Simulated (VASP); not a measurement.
Computed with LDA (Ceperley-Alder, Perdew-Zunger), VASP's LDA PAW potentials (set 64) (plane waves; VASP).

Input for VASP

### KPOINTS
```
Automatic mesh
0
Gamma
15 15 15
0 0 0
```

**INCAR**
```
NELM  =  100   # most electronic steps
PREC  =  Accurate
ISIF  =  2
LASPH  =  .True.
ENCUT  =  520   # plane-wave cut-off (eV)
ISMEAR  =  1   # Methfessel-Paxton
SYSTEM  =  Li
SIGMA  =  0.1
ALGO  =  Normal   # blocked Davidson
EDIFF  =  1E-7   # SCF stop (eV)
LCHARG  =  .False.
LREAL  =  .False.   # projection in real space or not
LWAVE  =  .False.
```

File POSCAR:
```
Li
1
   -1.6597367715     1.6597367715     1.6597367715
    1.6597367715    -1.6597367715     1.6597367715
    1.6597367715     1.6597367715    -1.6597367715
Li
1
Direct
  0.0000000000   0.0000000000   0.0000000000
```

POTCAR, in this order: Li_sv (LDA.64 set). Program: vasp_std.

Output of the run:

### OUTCAR
```
 ion  position               nearest neighbor table
   1  0.000  0.000  0.000-
  LATTYP: Found a body centered cubic cell.
 ALAT       =     3.3194735430
 Subroutine PRICEL returns:
 Original cell was already a primitive cell.
 Subroutine GETGRP returns: Found 48 space group operations
The static configuration has the point symmetry O_h .
The dynamic configuration has the point symmetry O_h .
 Subroutine INISYM returns: Found 48 space group operations
 Subroutine IBZKPT returns following result:
 Found    120 irreducible k-points:

 Following reciprocal coordinates:
            Coordinates               Weight
  0.000000  0.000000  0.000000      1.000000
  0.066667  0.000000  0.000000     12.000000
  0.133333  0.000000  0.000000     12.000000
  0.200000  0.000000  0.000000     12.000000
  0.266667  0.000000  0.000000     12.000000
  0.333333  0.000000  0.000000     12.000000
  0.400000  0.000000  0.000000     12.000000
  0.466667  0.000000  0.000000     12.000000
  0.066667  0.066667  0.000000     24.000000
  0.133333  0.066667 -0.000000     48.000000
  0.200000  0.066667  0.000000     48.000000
  0.266667  0.066667  0.000000     48.000000
  0.333333  0.066667  0.000000     48.000000
  0.400000  0.066667 -0.000000     48.000000
  0.466667  0.066667  0.000000     24.000000
  0.133333  0.133333  0.000000     24.000000
  0.200000  0.133333  0.000000     48.000000
  0.266667  0.133333 -0.000000     48.000000
  0.333333  0.133333 -0.000000     48.000000
  0.400000  0.133333  0.000000     48.000000
  0.200000  0.200000  0.000000     24.000000
  0.266667  0.200000  0.000000     48.000000
  0.333333  0.200000  0.000000     48.000000
  0.400000  0.200000  0.000000     24.000000
  0.266667  0.266667  0.000000     24.000000
...
```

**OSZICAR**
```
       N       E                     dE             d eps       ncg     rms          rms(c)
DAV:   1     0.495636228651E+00    0.49564E+00   -0.71245E+02  1200   0.416E+02
DAV:   2    -0.191932477606E+01   -0.24150E+01   -0.23714E+01  1675   0.593E+01
DAV:   3    -0.204149345735E+01   -0.12217E+00   -0.12207E+00  1460   0.899E+00
DAV:   4    -0.204302185699E+01   -0.15284E-02   -0.15244E-02  1580   0.114E+00
DAV:   5    -0.204303664952E+01   -0.14793E-04   -0.14792E-04  1490   0.973E-02    0.189E-01
DAV:   6    -0.204232809789E+01    0.70855E-03   -0.44557E-04  2005   0.135E-01    0.113E-01
DAV:   7    -0.204204242395E+01    0.28567E-03   -0.11311E-03  2125   0.211E-01    0.342E-02
DAV:   8    -0.204204310861E+01   -0.68466E-06   -0.20118E-05  1430   0.614E-02    0.307E-03
DAV:   9    -0.204204335989E+01   -0.25128E-06   -0.22157E-06  1385   0.193E-02    0.118E-03
DAV:  10    -0.204204346263E+01   -0.10275E-06   -0.20414E-07   980   0.432E-03    0.220E-03
DAV:  11    -0.204204339829E+01    0.64345E-07   -0.69934E-08   655   0.336E-03
   1 F= -.20420434E+01 E0= -.20420188E+01  d E =-.738169E-04
```

**OUTCAR**
```
------------------------ aborting loop because EDIFF is reached ----------------------------------------
  FORCE on cell =-STRESS in cart. coord.  units (eV):
  Direction    XX          YY          ZZ          XY          YZ          ZX
  --------------------------------------------------------------------------------------
  Total        0.0555932      0.0555932      0.0555932     -0.0000000     -0.0000000      0.0000000
  in kB        4.8702857      4.8702857      4.8702857     -0.0000000     -0.0000000      0.0000000
  external PRESSURE =       4.8702857 kB  Pullay stress =       0.0000000 kB
  volume of cell :       18.29
      direct lattice vectors                 reciprocal lattice vectors
    -1.659736771  1.659736771  1.659736771     0.000000000  0.301252589  0.301252589
     1.659736771 -1.659736771  1.659736771     0.301252589  0.000000000  0.301252589
     1.659736771  1.659736771 -1.659736771     0.301252589  0.301252589  0.000000000
 POSITION                                       TOTAL-FORCE (eV/Angst)
 -----------------------------------------------------------------------------------
      0.00000      0.00000      0.00000        -0.000000     -0.000000      0.000000
 -----------------------------------------------------------------------------------
    total drift:                                0.000000      0.000000     -0.000000
  FREE ENERGIE OF THE ION-ELECTRON SYSTEM (eV)
  ---------------------------------------------------
  free  energy   TOTEN  =        -2.0420433983 eV

  energy  without entropy=       -2.0419695813  energy(sigma->0) =       -2.04201879
```
(Selected blocks of OUTCAR.)

File OUTCAR:
```
 val. band max:        0.9570928597   @ k =  -0.4000   0.4667   0.0667

 cond. band min:       0.9775761053   @ k =   0.2000   0.2000   0.1333


 Fermi energy:         0.9652936647

 k-point     1 :       0.0000    0.0000    0.0000
  band No.  band energies     occupation
      1     -44.5600      2.00000
      2      -2.7149      2.00000
      3      16.3396      0.00000
      4      16.3396      0.00000
      5      16.3396      0.00000

 k-point     2 :       0.0667    0.0000    0.0000
  band No.  band energies     occupation
      1     -44.5583      2.00000
      2      -2.6291      2.00000
      3      15.7593      0.00000
      4      15.8982      0.00000
      5      16.1883      0.00000

 k-point     3 :       0.1333    0.0000    0.0000
  band No.  band energies     occupation
      1     -44.5544      2.00000
      2      -2.3731      2.00000
      3      14.0718      0.00000
      4      14.9769      0.00000
      5      15.7622      0.00000

 k-point     4 :       0.2000    0.0000    0.0000
  band No.  band energies     occupation
      1     -44.5485      2.00000
      2      -1.9456      2.00000
      3      11.8688      0.00000
      4      14.0164      0.00000
      5      15.1708      0.00000

 k-point     5 :       0.2667    0.0000    0.0000
  band No.  band energies     occupation
      1     -44.5419      2.00000
      2      -1.3492      2.00000
      3       9.6577      0.00000
      4      13.1827      0.00000
      5      14.5608      0.00000

 k-point     6 :       0.3333    0.0000    0.0000
  band No.  band energies     occupation
      1     -44.5355      2.00000
      2      -0.5976      2.00000
      3       7.6329      0.00000
      4      12.5339      0.00000
      5      14.0406      0.00000

 k-point     7 :       0.4000    0.0000    0.0000
  band No.  band energies     occupation
      1     -44.5305      2.00000
      2       0.2533      2.00000
      3       5.9126      0.00000
...
```

The compound is Li in the bcc structure. This cell is one point of a volume scan, at 0.97 of the reference volume.
